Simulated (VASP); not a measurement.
An input for Ansatz (written as the equivalent of a VASP run, and not itself run):

Ansatz 0.2 input:
```yaml
crystal:
  lattice:
    - [5.0212850, 0.7114149, 0.7114149]
    - [0.7114149, 5.0212850, 0.7114149]
    - [0.7114149, 0.7114149, 5.0212850]
  atoms:
    - { symbol: Sn, position: [0.9990074, 0.9990074, 0.9990074] }
    - { symbol: Sn, position: [0.2509926, 0.2509926, 0.2509926] }
    - { symbol: C, position: [0.4918725, 0.4918725, 0.8925719] }
    - { symbol: C, position: [0.7581275, 0.7581275, 0.3574281] }
    - { symbol: C, position: [0.4918725, 0.8925719, 0.4918725] }
    - { symbol: C, position: [0.7581275, 0.3574281, 0.7581275] }
    - { symbol: C, position: [0.8925719, 0.4918725, 0.4918725] }
    - { symbol: C, position: [0.3574281, 0.7581275, 0.7581275] }
kpoints:
  mp_grid: { grid: [4, 4, 4] }
hamiltonian:
  xc: pbesol
  pseudopotentials: { kind: paw }
scf:
  occupations: { method: gaussian, width: 0.05 }
  max_iter: 100
relax:
  max_steps: 60
  f_tol: 0.02
  cell: {}
output: { forces: true, stress: true, eigenvalues: true }
```

Q: Write the VASP files for the same calculation (PBEsol).

A: One answer among several that fit: 
**INCAR**
```
SYSTEM = Sn2C6
PREC = Accurate
ENCUT = 520
EDIFF = 1E-6
NELM = 100
ALGO = Normal
LREAL = .FALSE.
LASPH = .TRUE.
ISMEAR = 0
SIGMA = 0.05
GGA = PS
LMAXMIX = 4
LWAVE = .FALSE.
LCHARG = .FALSE.
IBRION = 2
ISIF = 3
NSW = 60
EDIFFG = -0.02
```

KPOINTS:
```
Automatic mesh
0
Gamma
4 4 4
0 0 0
```

POSCAR:
```
Sn2C6
1
    5.0212850217     0.7114149382     0.7114149382
    0.7114149382     5.0212850217     0.7114149382
    0.7114149382     0.7114149382     5.0212850217
Sn C
2 6
Direct
  0.9990074438   0.9990074438   0.9990074438
  0.2509925562   0.2509925562   0.2509925562
  0.4918724710   0.4918724710   0.8925719209
  0.7581275290   0.7581275290   0.3574280791
  0.4918724710   0.8925719209   0.4918724710
  0.7581275290   0.3574280791   0.7581275290
  0.8925719209   0.4918724710   0.4918724710
  0.3574280791   0.7581275290   0.7581275290
```

POTCAR, in this order: Sn_d C (PBE.64 set). Program: vasp_std.

What does not carry over: each code has its own PAW files, so the cut-off isn't converted (ENCUT is set for VASP's; basis.ecutwfc is left out, and Ansatz then takes the one that its files recommend); Ansatz stops its SCF on the density residual and VASP on the energy change (EDIFF).

The structure was generated: Sn2C6 was put into an ordered model structure (R-3m), which need not be its known phase. It was relaxed first, which changed the volume by +51 %. The start is the result of an earlier pass.
